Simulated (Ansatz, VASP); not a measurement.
# YbB2 in VASP and in Ansatz

```xyz
3
Lattice="3.1839 0.0000 0.0000 -1.5920 2.7574 0.0000 0.0000 0.0000 3.6553" Properties=species:S:1:pos:R:3 pbc="T T T"
Yb    0.0000    0.0000    0.0000
B     1.5920    0.9191    1.8277
B     0.0000    1.8383    1.8277
```

Change from the starting cell: volume scaled by 0.94.

Alike in both runs: task single point; functional PBE; k mesh 9 × 9 × 7; occupations fermi-dirac, width 0.05 eV; collinear spin, ferromagnetic start.

|  | VASP | Ansatz |
| --- | --- | --- |
| version | VASP 6.6.1 | Ansatz 0.2.0 |
| potentials or method | VASP PAW PBE potentials, release 64 (Yb, B) | Ansatz PAW |
| plane-wave cutoff (eV) | 520 | 420 |
| valence electrons in the cell | 30 | 30 |

```tsv
	VASP	Ansatz	Ansatz less VASP
gap on the k mesh at the Fermi level (eV)	none	none	-
pressure (GPa)	13.5	12.9	-0.61
largest component of the traceless stress (GPa)	5.62	5.45	-0.165
net moment per atom (μB)	0.00	0.00	0.000
```

A gap of «none» marks a metal or a gap that the smearing closes. With one functional, cell and mesh, what is left measures potentials, basis and numerics.

Caveats: spin-orbit coupling is left out, which moves the levels of the heavy elements; without U or exact exchange the open f shell lies at the Fermi level, which spoils levels, moments and volumes; the starting moments weren't kept (Ansatz). The state reached can hang on the start; a lower one may exist.
